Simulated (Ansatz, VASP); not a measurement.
# LiRe (LiRe in the B2 ordering): VASP beside Ansatz, part 2 of 2

Wanted: the spread between two codes on one cell, functional and k mesh. The cell is generated by rule, not measured, and may not be a known phase. Of the first pair: The two relaxations start from unlike cells of this crystal (the structure described is Ansatz's start), so only their ends are compared.

VASP 6.6.1 and Ansatz 0.2.0.

So far: The starting structure; Ansatz: relaxation of cell and atoms, PBE, pair 1; VASP: relaxation of cell and atoms, PBE, pair 1; Comparison.

**5. VASP: relaxation of cell and atoms, PBE, pair 2**

Level of this step: PBE; plane waves and PAW (Li_sv, Re); invented cell (VASP).

The relaxed volume is the usual yardstick between codes: in a stiff, nearly cubic crystal its relative difference is about their pressure difference at one cell divided by the bulk modulus. Its start cell is another than that of the pair before, and may be another structure of the material.

INCAR reads:

```
SYSTEM = LiRe
PREC = Accurate
ENCUT = 750
EDIFF = 1E-07
NELM = 120
ISMEAR = 0
SIGMA = 0.1
LREAL = .FALSE.
ALGO = Normal
GGA = PE
NBANDS = 11
LASPH = .TRUE.
LORBIT = 11
LWAVE = .FALSE.
LCHARG = .FALSE.
ISIF = 3
IBRION = 2
NSW = 80
EDIFFG = -0.005
GGA_COMPAT = .FALSE.
NELMIN = 4
```

POSCAR reads:

```
LiRe
1.0
    2.9140300000      0.0000000000      0.0000000000
    0.0000000000      2.9140300000      0.0000000000
    0.0000000000      0.0000000000      2.9140300000
Li Re
1 1
Direct
    0.0000000000      0.0000000000      0.0000000000
    0.5000000000      0.5000000000      0.5000000000
```

KPOINTS reads:

```
Automatic mesh
0
Gamma
10 10 10
0 0 0
```

Potentials, in the order of the species: Li_sv and Re (PBE family, release 64).

On the command line:

```
$ mpirun -np 1 vasp_std
```

Numbers of over 12 decimals in the logs are rounded to 6 here.

What it wrote:

```text
[... set-up lines as in an earlier step ...]
 entering main loop
       N       E                     dE             d eps       ncg     rms          rms(c)
DAV:   1     0.216716667745E+02    0.21672E+02   -0.53531E+03  2013   0.137E+03
DAV:   2    -0.122758409555E+02   -0.33948E+02   -0.32242E+02  1971   0.249E+02
DAV:   3    -0.136655855997E+02   -0.13897E+01   -0.13724E+01  2120   0.386E+01
DAV:   4    -0.137300092260E+02   -0.64424E-01   -0.64104E-01  1800   0.561E+00
[...]
DAV:  12    -0.123982460655E+02   -0.13268E-07   -0.17061E-06  1674   0.131E-02    0.472E-03
DAV:  13    -0.123982462687E+02   -0.20320E-06   -0.52847E-07  1809   0.118E-02    0.189E-04
DAV:  14    -0.123982462954E+02   -0.26695E-07   -0.97913E-09   985   0.108E-03
   1 F= -.12398246E+02 E0= -.12388950E+02  d E =-.123982E+02
[...]
N       E                     dE             d eps       ncg     rms          rms(c)
DAV:   1    -0.123984940056E+02   -0.24774E-03   -0.14541E-02  1382   0.549E+00    0.268E-01
[...]
DAV:   5    -0.123982562818E+02   -0.32967E-06   -0.31209E-06  1595   0.128E-02    0.476E-03
DAV:   6    -0.123982561098E+02    0.17193E-06   -0.20341E-07  1416   0.821E-03    0.577E-03
DAV:   7    -0.123982559348E+02    0.17509E-06   -0.21237E-07  1562   0.608E-03    0.278E-03
DAV:   8    -0.123982559874E+02   -0.52607E-07   -0.19033E-08   850   0.143E-03
   2 F= -.12398256E+02 E0= -.12388996E+02  d E =-.969194E-05
 trial-energy change:   -0.000010  1 .order   -0.000013   -0.000101    0.000075
 step:   0.5449(harm=  0.5759)  dis= 0.00000  next Energy=   -12.398273 (dE=-0.270E-04)
[...]
N       E                     dE             d eps       ncg     rms          rms(c)
DAV:   1    -0.123983237708E+02   -0.67836E-04   -0.29802E-03  1346   0.248E+00    0.122E-01
DAV:   2    -0.123982761637E+02    0.47607E-04   -0.21497E-04  2013   0.312E-01    0.185E-02
DAV:   3    -0.123982742601E+02    0.19036E-05   -0.40594E-06  2005   0.404E-02    0.105E-02
DAV:   4    -0.123982736312E+02    0.62897E-06   -0.15829E-06  1934   0.123E-02    0.235E-03
DAV:   5    -0.123982737125E+02   -0.81368E-07   -0.65566E-07  1541   0.598E-03
   3 F= -.12398274E+02 E0= -.12388997E+02  d E =-.274171E-04
[...]
reached required accuracy - stopping structural energy minimisation
```

From OUTCAR (step 5):

```text
  Total       -0.0023382     -0.0023382     -0.0023382     -0.0000000      0.0000000      0.0000000
  in kB       -0.1516165     -0.1516165     -0.1516165     -0.0000000      0.0000000      0.0000000
  external PRESSURE =      -0.1516165 kB  Pullay stress =       0.0000000 kB

 POSITION                                       TOTAL-FORCE (eV/Angst)
 -----------------------------------------------------------------------------------
      0.00000      0.00000      0.00000        -0.000000      0.000000      0.000000
      1.45630      1.45630      1.45630         0.000000      0.000000      0.000000
 -----------------------------------------------------------------------------------
    total drift:                                0.000000      0.000000      0.000000

  FREE ENERGIE OF THE ION-ELECTRON SYSTEM (eV)
  ---------------------------------------------------
  free  energy   TOTEN  =       -12.3982737125 eV

  energy  without entropy=      -12.3797204593  energy(sigma->0) =      -12.38899709

[... 1 part as in an earlier step ...]

[... 3 further parts left out ...]
[key lines of the parts left out:]
E-fermi :   5.6261
```

**6. Ansatz: relaxation of cell and atoms, PBE, pair 2**

The same cell, functional, mesh and smearing now go to Ansatz, which takes its cutoff from its data sets.

The cell is taken from a series of runs on this material, whose earlier steps may have relaxed, scaled, displaced or heated it; both programs get it as it stands.

input.yaml reads:

```yaml
crystal:
  lattice:
    - [2.9140297382, 0.0, 0.0]
    - [0.0, 2.9140297382, 0.0]
    - [0.0, 0.0, 2.9140297382]
  atoms:
    - { symbol: Li, position: [0.0, 0.0, 0.0] }
    - { symbol: Re, position: [0.5, 0.5, 0.5] }
kpoints:
  mp_grid: { grid: [10, 10, 10] }
hamiltonian:
  xc: pbe
scf:
  occupations: { method: gaussian, width: 0.1 }
output:
  forces: true
  stress: true
  eigenvalues: true
  write_density: true
  write_potential: true
  elf: true
  volumetric_format: npy
relax:
  adjacent_minimum: "off"
  f_tol: 0.005
  max_steps: 80
  cell: { stress_tol: 0.05 }
```

On the command line:

```
$ ansatz run input.yaml --threads 4 --pin off --max-ram 8192MiB --backend cpu --events-out ev --progress --plain --runs-dir out
```

What it wrote:

```text
[...]
Crystal: 2 atoms, lattice volume = 24.745 Å³
Basis set: ecut = 420 eV, 461 PW (Γ), exchange–correlation on 40×40×40 points (8 copies of the dense FFT grid, shifted against one another)
Bands: 13, of which v1, the nominal top of the filled ones, is band 9 counted from 1 (8 counted from 0)
Symmetry: 48 space group operations
[...]
k-points: 56 of 1000
[...]
k-point 55: bands = [... 5 lower, 11.4877, 11.4877, 11.4877, 19.2922, 19.2922, 22.2344, 22.2344, 22.2344]
--- Relaxed structure (3 steps of the walk, 3 accepted, 1 SCFs on fresh bases) ---
[...]
cell:  # Å, volume = 24.7281 Å³
    - [2.913377, 0, 0]
    - [0, 2.913377, 0]
    - [0.0, 0, 2.913377]
  atoms:
    - { symbol: Li, position: [0, 0, 0] }
    - { symbol: Re, position: [0.5, 0.5, 0.5] }
[key lines of the parts left out:]
SCF converged after 8 iterations
Free energy (F): -11070.807265 eV
Fermi energy:    15.571063 eV
P = ⅓ Tr σ = -0.0000 GPa (-0.000 kbar)
```

**7. Side by side**

What differs besides the data sets and the points named for the pairs above, as far as they apply: the data sets hold 18 valence electrons in Ansatz (on its default PAW (the set named soft_2) files) and 10 in VASP. Total energies have different zeros and are not compared.

The two programs side by side:

```
                                         quantity  Ansatz   VASP  difference
                                      volume (Å³)   24.73  24.71     +0.08 %
edge a after relaxation, in the typed setting (Å)   2.913  2.913     +0.03 %
```

**8. Ansatz: zone-centre phonons, PBE**

Second derivatives magnify differences that forces hide, and they need a tight electronic threshold.

The cell is taken from a series of runs on this material, whose earlier steps may have relaxed, scaled, displaced or heated it; both programs get it as it stands.

input.yaml reads:

```yaml
crystal:
  lattice:
    - [2.9133772489, 0.0, 0.0]
    - [0.0, 2.9133772489, 0.0]
    - [0.0, 0.0, 2.9133772489]
  atoms:
    - { symbol: Li, position: [0.0, 0.0, 0.0] }
    - { symbol: Re, position: [0.5, 0.5, 0.5] }
kpoints:
  mp_grid: { grid: [6, 6, 6] }
hamiltonian:
  xc: pbe
scf:
  occupations: { method: methfessel_paxton, width: 0.2 }
output:
  eigenvalues: true
phonons:
  method: dfpt
  qmesh: [2, 2, 2]
  temperatures: { t_max: 1000, t_step: 50 }
  qpath:
    path:
      - [[0.0, 0.0, 0.0], [0.0, 0.5, 0.0], [0.5, 0.5, 0.0], [0.0, 0.0, 0.0], [0.5, 0.5, 0.5], [0.0, 0.5, 0.0]]
      - [[0.5, 0.5, 0.5], [0.5, 0.5, 0.0]]
    npoints: 10
```

What it wrote:

```text
[...]
Crystal: 2 atoms, lattice volume = 24.728 Å³
Basis set: ecut = 420 eV, 461 PW (Γ), exchange–correlation on 40×40×40 points (8 copies of the dense FFT grid, shifted against one another)
Bands: 13, of which v1, the nominal top of the filled ones, is band 9 counted from 1 (8 counted from 0)
Symmetry: 48 space group operations
k-points: 20 of 216
[...]
largest difference from the sums on the solved wave vectors: F 7.54e-2 eV, S 1.17e-4 and C_V 4.13e-5 eV/K
  zero-point energy: 0.105428 eV/cell   skipped modes (ω ≤ 0): 699, of them read as no rigid motion or as one in doubt: 696 (1.979e0 modes/cell left out, lowest -151.73 cm⁻¹)   left out of the sums: 3.30e-1 of the cell's modes: C_V's classical limit lies that fraction below 3 k_B per atom; for a crystal, a wire or a layer, F and S can be off by more, and a phonons.interpolated_qmesh denser along its periods is the remedy for the sampling
[key lines of the parts left out:]
SCF converged after 7 iterations
Free energy (F): -11070.788190 eV
Fermi energy:    15.698247 eV
```

**9. VASP: zone-centre phonons, PBE**

The same cell, functional, mesh and smearing now go to VASP, with its own data sets.

INCAR reads:

```
SYSTEM = LiRe
PREC = Accurate
ENCUT = 750
EDIFF = 1E-08
NELM = 120
ISMEAR = 1
SIGMA = 0.2
LREAL = .FALSE.
ALGO = Normal
GGA = PE
NBANDS = 11
LASPH = .TRUE.
LORBIT = 11
LWAVE = .FALSE.
LCHARG = .FALSE.
ISIF = 2
IBRION = 8
GGA_COMPAT = .FALSE.
```

POSCAR reads:

```
LiRe
1.0
    2.9133772489      0.0000000000      0.0000000000
    0.0000000000      2.9133772489      0.0000000000
    0.0000000000      0.0000000000      2.9133772489
Li Re
1 1
Direct
    0.0000000000      0.0000000000      0.0000000000
    0.5000000000      0.5000000000      0.5000000000
```

KPOINTS reads:

```
Automatic mesh
0
Gamma
6 6 6
0 0 0
```

On the command line:

```
$ mpirun -np 1 vasp_std
```

What it wrote:

```text
[... set-up lines as in an earlier step ...]
 entering main loop
       N       E                     dE             d eps       ncg     rms          rms(c)
DAV:   1     0.238625426528E+02    0.23863E+02   -0.52555E+03   720   0.135E+03
DAV:   2    -0.121903838066E+02   -0.36053E+02   -0.34499E+02   710   0.259E+02
DAV:   3    -0.136238572211E+02   -0.14335E+01   -0.14132E+01   732   0.397E+01
DAV:   4    -0.136969779648E+02   -0.73121E-01   -0.72951E-01   616   0.588E+00
[...]
DAV:  15    -0.123816204702E+02   -0.17168E-06   -0.49637E-09   371   0.156E-03    0.126E-04
DAV:  16    -0.123816204925E+02   -0.22311E-07   -0.63301E-09   396   0.745E-04    0.162E-04
DAV:  17    -0.123816204918E+02    0.74851E-09   -0.21939E-09   340   0.138E-03
   1 F= -.12381620E+02 E0= -.12382410E+02  d E =0.236942E-02
 Linear response reoptimize wavefunctions to high precision
DAV:   1    -0.123816204865E+02    0.52949E-08   -0.17225E-09   404   0.443E-04
DAV:   2    -0.123816204864E+02    0.19213E-10   -0.10433E-09   346   0.568E-04
[...]
RMM:  18    -0.214834571453E+00   -0.34464E-05   -0.21755E-05  2223   0.191E-02    0.377E-04
RMM:  19    -0.214835070587E+00   -0.49913E-06   -0.20122E-05  2222   0.173E-02    0.439E-04
RMM:  20    -0.214836602173E+00   -0.15316E-05   -0.17679E-05  2224   0.157E-02    0.441E-04
 first order change of Fermi-energy  -0.27850E-03
 force on displaced ion       1 direction 1 :  -8.080   0.000   0.000
 Linear response progress:
  Degree of freedom:   2/  2
       N       E                     dE             d eps       ncg     rms          rms(c)
RMM:   1    -0.950941977787E-01   -0.95094E-01   -0.28994E+00   973   0.110E+02
RMM:   2    -0.153958506699E+00   -0.58864E-01   -0.66044E-02  1697   0.181E+00    0.930E-02
RMM:   3    -0.153780820681E+00    0.17769E-03   -0.22022E-03  1900   0.287E-01    0.641E-02
RMM:   4    -0.153521918123E+00    0.25890E-03   -0.70198E-04  1930   0.227E-01    0.191E-02
[...]
RMM:  24    -0.153561502577E+00    0.75454E-09   -0.98798E-07  2203   0.709E-04    0.195E-06
RMM:  25    -0.153561515396E+00   -0.12819E-07    0.40872E-07  2434   0.712E-04    0.171E-06
RMM:  26    -0.153561513026E+00    0.23704E-08   -0.12819E-06  2290   0.710E-04    0.183E-06
 first order change of Fermi-energy   0.85882E-03
 force on displaced ion       2 direction 1 :  -7.916   0.000  -0.000
 Linear response finished
```

From OUTCAR (step 9):

```text
  Total       -0.0332703     -0.0332703     -0.0332703      0.0000000      0.0000000     -0.0000000
  in kB       -2.1556412     -2.1556412     -2.1556412      0.0000000      0.0000000     -0.0000000
  external PRESSURE =      -2.1556412 kB  Pullay stress =       0.0000000 kB

 POSITION                                       TOTAL-FORCE (eV/Angst)
 -----------------------------------------------------------------------------------
      0.00000      0.00000      0.00000         0.000000      0.000000      0.000000
      1.45669      1.45669      1.45669         0.000000      0.000000      0.000000
 -----------------------------------------------------------------------------------
    total drift:                                0.000000      0.000000      0.000000

[... 1 part as in an earlier step ...]

[... 1 further part left out ...]
```

Energies printed during the response cycles are not total energies of the cell.

**10. Side by side**

What differs besides the data sets and the points named for the pairs above, as far as they apply: VASP's run holds the zone centre alone; the data sets hold 18 valence electrons in Ansatz (on its default PAW (the set named soft_2) files) and 10 in VASP. Total energies have different zeros and are not compared.

Compared:

| quantity | Ansatz | VASP | difference |
| --- | --- | --- | --- |
| optical mode 1 to 3 (cm⁻¹) | 566.6 | 570.1 | -0.61 % |

Modes are paired by rising frequency, not by their patterns, so a pair may set unlike modes beside each other; they are those without the splitting of longitudinal modes.

**11. What came out**

| Item | Value |
| --- | --- |
| difference in volume (relaxation of cell and atoms, PBE, pair 1) | 0.17 % |
| difference in volume (relaxation of cell and atoms, PBE, pair 2) | 0.080 % |
| r.m.s. difference of the optical zone-centre modes, each program's sorted by frequency (zone-centre phonons, PBE) | 3.5 cm⁻¹ |
| difference in optical mode 1 to 3 (zone-centre phonons, PBE) | -0.6 % |

The difference in volume is 0.17 % (relaxation of cell and atoms, PBE, pair 1), within the 1.2 % picked in this series as the mark of a large difference, as far as the stopping tolerances let one tell. The data sets hold unlike numbers of valence electrons (18 in Ansatz and 10 in VASP), so part of the differences comes from the potentials. Among the rows given in per cent, the largest difference of the zone-centre phonons, PBE pair is in optical mode 1 to 3, -0.6 %. Such differences can come from data sets, numerical settings and the points named under the comparisons, not from the functional's error against experiment.

[Lines on the potential files, build, host, timing and source positions are cut from VASP's logs without a mark.]

[Logs are printed without paths, hosts, clocks, repeated set-up lines and the standing remarks that a program may print on its own settings, such as how far it seeks lower states.]

[Hosts, paths, dates, database ids (printed as entryN), source tags and the programs' standing remarks are cut or masked in the printed files.]
